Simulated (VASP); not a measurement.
Input:

```
CELL_PARAMETERS angstrom
      1.36500    -2.36425     0.00000
      1.36500     2.36425     0.00000
      0.00000     0.00000     4.32000
ATOMIC_POSITIONS crystal
  Os 0.33333 0.66667 0.25000
  Os 0.66667 0.33333 0.75000
```

These are PBE GGA, VASP's PBE PAW potentials (set 64) (plane waves; VASP 6.6.1) values and carry that method's errors. Settings: 400 eV cut-off, 12×12×7 Γ-centred mesh, first-order Methfessel-Paxton smearing of 0.10 eV, potentials Os.

Question: Give the stress tensor in GPa (positive for a compressed cell).

Answer: 
```
10.19   0.00   0.00
 0.00  10.19   0.00
 0.00   0.00   9.37
```
The pressure is its mean diagonal, 9.92 GPa.

The compound is Os in the hcp structure. The cell was not relaxed at this level.
